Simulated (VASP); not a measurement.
Computed with PBE GGA, VASP's PBE PAW potentials (set 64) (plane waves; VASP).

The input files of a VASP run:

### POSCAR
```
CdSe
1
    2.1930000000    -3.7983870000     0.0000000000
    2.1930000000     3.7983870000     0.0000000000
    0.0000000000     0.0000000000     7.1502000000
Cd Se
2 2
Direct
  0.6666670000   0.3333330000   0.5000000000
  0.3333330000   0.6666670000   0.0000000000
  0.6666670000   0.3333330000   0.8760000000
  0.3333330000   0.6666670000   0.3760000000
```

KPOINTS:
```
K-points
0
gamma
  5 5 3
```

**INCAR**
```
ENCUT = 400
LWAVE = F
ISIF = 2
ISMEAR = 0
PREC = Accurate
EDIFF = 1E-6   ! SCF stop (eV)
NELM = 100   ! most electronic steps
SIGMA = 0.05   ! width (eV)
GGA = PE   ! PBE
LMAXMIX = 4   ! l cut-off of mixed one-centre charges
SYSTEM = CdSe
LASPH = T   ! aspherical one-centre terms
ISYM = 0
ALGO = Normal
LREAL = F   ! projection in real space or not
LCHARG = F
```

POTCAR, in this order: Cd Se (PBE.64 set). Program: vasp_std.

Output

### OSZICAR
```
       N       E                     dE             d eps       ncg     rms          rms(c)
DAV:   1     0.207479004745E+03    0.20748E+03   -0.14968E+04  1672   0.119E+03
DAV:   2    -0.586531671615E+00   -0.20807E+03   -0.20435E+03  1882   0.315E+02
DAV:   3    -0.116626351942E+02   -0.11076E+02   -0.11044E+02  2038   0.736E+01
DAV:   4    -0.117520967963E+02   -0.89462E-01   -0.89443E-01  1810   0.648E+00
DAV:   5    -0.117528867493E+02   -0.78995E-03   -0.78992E-03  2032   0.554E-01    0.821E+00
DAV:   6    -0.110079159397E+02    0.74497E+00   -0.16927E+00  1986   0.124E+01    0.647E+00
DAV:   7    -0.109755327425E+02    0.32383E-01   -0.57202E-01  1864   0.412E+00    0.261E+00
DAV:   8    -0.109744305768E+02    0.11022E-02   -0.60418E-02  1732   0.268E+00    0.358E-01
DAV:   9    -0.109742832505E+02    0.14733E-03   -0.93993E-03  1906   0.120E+00    0.116E-01
DAV:  10    -0.109744400780E+02   -0.15683E-03   -0.10090E-03  1816   0.373E-01    0.788E-02
DAV:  11    -0.109745652000E+02   -0.12512E-03   -0.31285E-04  1828   0.119E-01    0.232E-02
DAV:  12    -0.109745356713E+02    0.29529E-04   -0.13678E-04  2046   0.117E-01    0.752E-03
DAV:  13    -0.109745392873E+02   -0.36159E-05   -0.18644E-05  1744   0.262E-02    0.832E-03
DAV:  14    -0.109745389574E+02    0.32991E-06   -0.10577E-06  1430   0.599E-03
   1 F= -.10974539E+02 E0= -.10974539E+02  d E =-.856627E-14
```

**OUTCAR**
```
------------------------ aborting loop because EDIFF is reached ----------------------------------------
  FORCE on cell =-STRESS in cart. coord.  units (eV):
  Direction    XX          YY          ZZ          XY          YZ          ZX
  --------------------------------------------------------------------------------------
  Total       -0.1029511     -0.1030018     -0.1055057     -0.0000079     -0.0000019      0.0000003
  in kB       -1.3846996     -1.3853809     -1.4190596     -0.0001068     -0.0000252      0.0000045
  external PRESSURE =      -1.3963800 kB  Pullay stress =       0.0000000 kB
  volume of cell :      119.12
      direct lattice vectors                 reciprocal lattice vectors
     2.193000000 -3.798387000  0.000000000     0.227998176 -0.131634823  0.000000000
     2.193000000  3.798387000  0.000000000     0.227998176  0.131634823  0.000000000
     0.000000000  0.000000000  7.150200000     0.000000000  0.000000000  0.139856228
  FREE ENERGIE OF THE ION-ELECTRON SYSTEM (eV)
  ---------------------------------------------------
  free  energy   TOTEN  =       -10.9745389574 eV

  energy  without entropy=      -10.9745389574  energy(sigma->0) =      -10.97453896
```
(Selected blocks of OUTCAR.)

File OUTCAR:
```
 val. band max:        0.5151657688   @ k =   0.0000   0.0000   0.0000

 cond. band min:       1.0514227433   @ k =   0.0000   0.0000   0.0000


 Fermi energy:         0.7661562839

 k-point     1 :       0.0000    0.0000    0.0000
  band No.  band energies     occupation
      1     -11.7796      2.00000
      2     -11.4502      2.00000
      3      -7.2425      2.00000
      4      -7.2371      2.00000
      5      -7.2371      2.00000
      6      -7.1795      2.00000
      7      -7.1795      2.00000
      8      -6.9576      2.00000
      9      -6.9576      2.00000
     10      -6.9054      2.00000
     11      -6.9054      2.00000
     12      -6.6718      2.00000
     13      -3.5473      2.00000
     14      -0.1737      2.00000
     15      -0.1737      2.00000
     16       0.4766      2.00000
     17       0.5152      2.00000
     18       0.5152      2.00000
     19       1.0514      0.00000
     20       2.6448      0.00000
     21       6.3595      0.00000
     22       6.3595      0.00000

 k-point     2 :       0.2000   -0.0000    0.0000
  band No.  band energies     occupation
      1     -11.6790      2.00000
      2     -11.4063      2.00000
      3      -7.2123      2.00000
      4      -7.2041      2.00000
      5      -7.1533      2.00000
      6      -7.1319      2.00000
      7      -7.1283      2.00000
      8      -6.9738      2.00000
      9      -6.9548      2.00000
     10      -6.9296      2.00000
     11      -6.8985      2.00000
     12      -6.6151      2.00000
     13      -3.3516      2.00000
     14      -1.4195      2.00000
     15      -1.1224      2.00000
     16      -0.5616      2.00000
     17       0.2080      2.00000
     18       0.2748      2.00000
     19       2.6202      0.00000
     20       3.7502      0.00000
     21       5.6696      0.00000
     22       6.5770      0.00000

 k-point     3 :      -0.0000    0.2000    0.0000
  band No.  band energies     occupation
      1     -11.6790      2.00000
...
```

The compound is CdSe in the wurtzite structure. The cell was not relaxed at this level. The run is one of a series of settings (ISYM = 0 against the base run), some of them coarse on purpose.
